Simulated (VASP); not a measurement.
A run of VASP 6.6.1:

INCAR

```
PREC     = Accurate       # precision mode
ENCUT    = 600            # plane-wave cutoff, eV
EDIFF    = 1E-6           # SCF threshold, eV
ISMEAR   = 1              # smearing method
SIGMA    = 0.1            # smearing width, eV
LREAL    = False          # projectors in reciprocal space
LASPH    = True           # aspherical terms in the spheres
NELM     = 80             # most SCF steps
ALGO     = Normal         # electronic algorithm
ISIF     = 3              # what is computed and relaxed
LWAVE    = False          # write WAVECAR
LCHARG   = False          # write CHGCAR
GGA      = PE             # functional
IBRION   = 2              # ionic algorithm
NSW      = 90             # ionic steps
EDIFFG   = -0.01          # ionic threshold
```

KPOINTS

```
Automatic mesh
0
Gamma
  12 12 12
```

POSCAR

```
Al2Pt
1.0
    0.0000000000      2.9550000000      2.9550000000
    2.9550000000      0.0000000000      2.9550000000
    2.9550000000      2.9550000000      0.0000000000
Al Pt
2 1
Direct
    0.2500000000      0.2500000000      0.2500000000
    0.7500000000      0.7500000000      0.7500000000
    0.0000000000      0.0000000000      0.0000000000
```

Potentials or basis: VASP PAW PBE potentials, release 64 (Al, Pt).

The run is started by

```bash
$ cat potpaw_PBE.64/Al/POTCAR potpaw_PBE.64/Pt/POTCAR > POTCAR
$ mpirun -np 1 vasp_std > vasp.out
```

Hardware: 1 thread of Intel(R) Xeon(R) Platinum 8488C (Sapphire Rapids) (shared host).

Question: How long does it take, and how much memory?

Answer: Wall time 68 s on 1 thread of Intel(R) Xeon(R) Platinum 8488C (Sapphire Rapids) (shared host), peak memory 0.25 GiB. Counts: scf iterations 28, k points 72, ion steps 3.
